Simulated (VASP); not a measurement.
Runs of VASP 6.6.1 on Si2Ni. The structure is cubic, space group Fm-3m (No. 225). The conventional cell has a = 5.386 Å, b = 5.386 Å, c = 5.386 Å, α = 90.00°, β = 90.00°, γ = 90.00°. Si (site symmetry -43m) is surrounded by 4 Ni at 2.33 Å. Ni (site symmetry m-3m) is surrounded by 8 Si at 2.33 Å. The cell comes from a database or a generator and needn't be the stable form of this composition.

| task | level | potentials or basis | spin | cell | cutoff (eV) | gap on the mesh (eV) | pressure (GPa) | moment (μB) | relaxed volume (Å³/atom) |
| --- | --- | --- | --- | --- | --- | --- | --- | --- | --- |
| relaxation of cell and atoms | PBEsol | VASP PAW PBE potentials, release 64 (Si, Ni) | collinear, ferromagnetic start | relaxed | 580 | none | 0.0 | 0.00 | 13.07 |
| relaxation of cell and atoms | PBEsol | VASP PAW PBE potentials, release 64 (Si, Ni) | off | relaxed | 600 | none | 0.0 | - | 13.07 |
| relaxation of cell and atoms | PBE+D3(BJ) | VASP PAW PBE potentials, release 64 (Si, Ni) | collinear, ferromagnetic start | relaxed | 600 | none | 0.1 | 0.00 | 12.98 |
| relaxation of cell and atoms | LDA | VASP PAW LDA potentials, release 64 (Si, Ni) | collinear, ferromagnetic start | relaxed | 600 | none | 0.0 | 0.00 | 12.79 |
| single point | PBEsol | VASP PAW PBE potentials, release 64 (Si, Ni) | collinear, ferromagnetic start | as given | 520 | none | (a) | 0.00 | - |

Alike in all rows: k mesh 14 × 14 × 14; smearing gaussian 0.1 eV.

Q: Fill in the values left out.

A: (a) 0.6.

Caveats: the PAW data sets were made with another functional, which shifts forces and pressure a little (some runs); pairwise dispersion overbinds metals, which lowers pressure and volume (some runs).

A k mesh can miss the band edges.

A gap of «none» marks a metal or a gap under the smearing width.

Not every run made on this cell is shown here.
